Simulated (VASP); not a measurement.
Output of a VASP run:

### OSZICAR
```
       N       E                     dE             d eps       ncg     rms          rms(c)
RMM:   1     0.132469730813E+03    0.13247E+03   -0.51987E+03  1176   0.844E+02
RMM:   2     0.218144288517E+02   -0.11066E+03   -0.11049E+03  1176   0.188E+02
RMM:   3    -0.696926518001E+01   -0.28784E+02   -0.28491E+02  1176   0.803E+01
RMM:   4    -0.154729320669E+02   -0.85037E+01   -0.74599E+01  1176   0.491E+01
RMM:   5    -0.189172232957E+02   -0.34443E+01   -0.29219E+01  1176   0.265E+01
RMM:   6    -0.203949745562E+02   -0.14778E+01   -0.13011E+01  1176   0.176E+01
RMM:   7    -0.210326005434E+02   -0.63763E+00   -0.59343E+00  1176   0.105E+01
RMM:   8    -0.213289669039E+02   -0.29637E+00   -0.27374E+00  1176   0.709E+00
RMM:   9    -0.215872471314E+02   -0.25828E+00   -0.25137E+00  3257   0.438E+00
RMM:  10    -0.216122448431E+02   -0.24998E-01   -0.18941E-01  3149   0.142E+00
RMM:  11    -0.216146100095E+02   -0.23652E-02   -0.20132E-02  3270   0.522E-01
RMM:  12    -0.216149820288E+02   -0.37202E-03   -0.35816E-03  3206   0.219E-01    0.103E+01
RMM:  13    -0.215081287172E+02    0.10685E+00   -0.65533E-02  3342   0.139E+00    0.620E+00
RMM:  14    -0.214645005991E+02    0.43628E-01   -0.12798E-01  3783   0.204E+00    0.243E-01
RMM:  15    -0.214635040734E+02    0.99653E-03   -0.84680E-03  2724   0.537E-01    0.533E-02
RMM:  16    -0.214635359546E+02   -0.31881E-04   -0.69644E-04  2905   0.208E-01    0.562E-02
RMM:  17    -0.214635770206E+02   -0.41066E-04   -0.19935E-04  2979   0.100E-01    0.223E-02
RMM:  18    -0.214635785064E+02   -0.14858E-05   -0.66342E-05  2902   0.523E-02    0.189E-02
RMM:  19    -0.214635795862E+02   -0.10799E-05   -0.15696E-05  3057   0.266E-02    0.188E-03
RMM:  20    -0.214635800229E+02   -0.43668E-06   -0.35597E-06  2284   0.123E-02
   1 F= -.21463580E+02 E0= -.21463566E+02  d E =-.276901E-04
```

OUTCAR:
```
------------------------ aborting loop because EDIFF is reached ----------------------------------------
  FORCE on cell =-STRESS in cart. coord.  units (eV):
  Direction    XX          YY          ZZ          XY          YZ          ZX
  --------------------------------------------------------------------------------------
  Total        0.8077986      1.1384818      0.8258404      0.0000000      0.0000000      0.0000000
  in kB       17.0364957     24.0106156     17.4169979      0.0000000      0.0000000      0.0000000
  external PRESSURE =      19.4880364 kB  Pullay stress =       0.0000000 kB
  volume of cell :       75.97
      direct lattice vectors                 reciprocal lattice vectors
     1.655000000 -5.240000000  0.000000000     0.302114804 -0.095419847  0.000000000
     1.655000000  5.240000000  0.000000000     0.302114804  0.095419847  0.000000000
     0.000000000  0.000000000  4.380000000     0.000000000  0.000000000  0.228310502
 POSITION                                       TOTAL-FORCE (eV/Angst)
 -----------------------------------------------------------------------------------
      1.65500      4.17418      4.02697         0.000000     -0.052455      0.018650
      1.65500      1.06582      1.83697         0.000000      0.052455      0.018650
      1.65500     -1.06582      2.54303         0.000000     -0.052455     -0.018650
      1.65500     -4.17418      0.35303         0.000000      0.052455     -0.018650
 -----------------------------------------------------------------------------------
    total drift:                               -0.000000      0.000000      0.000000
  FREE ENERGIE OF THE ION-ELECTRON SYSTEM (eV)
  ---------------------------------------------------
  free  energy   TOTEN  =       -21.4635800229 eV

  energy  without entropy=      -21.4635523328  energy(sigma->0) =      -21.46356618
```
(Selected blocks of OUTCAR.)

### POSCAR
```
P
1
    1.6550000000    -5.2400000000    -0.0000000000
    1.6550000000     5.2400000000     0.0000000000
    0.0000000000     0.0000000000     4.3800000000
P
4
Direct
  0.1017000000   0.8983000000   0.9194000000
  0.3983000000   0.6017000000   0.4194000000
  0.6017000000   0.3983000000   0.5806000000
  0.8983000000   0.1017000000   0.0806000000
```

Question: Reconstruct the remaining input files.

Answer: Several could match; the one computed here: the input of the run itself, PBE GGA, plane waves, VASP's PBE PAW potentials (set 64).

KPOINTS:
```
Automatic mesh
0
Gamma
8 8 6
0 0 0
```

### INCAR
```
# general
SYSTEM=P
PREC  =Accurate
ENCUT =400
LREAL =F
LASPH =T

# electronic loop
EDIFF =1E-6
NELM  =100
ALGO  =VeryFast

# smearing
ISMEAR=0
SIGMA =0.05

# functional
GGA   =PE

# ions
ISIF  =2

# output
LWAVE =F
LCHARG=F
```

POTCAR, in this order: P (PBE.64 set). Program: vasp_std.

The compound is P in the black structure. The cell was not relaxed at this level. The run is one of a series of settings (ALGO = VeryFast against the base run), some of them coarse on purpose.
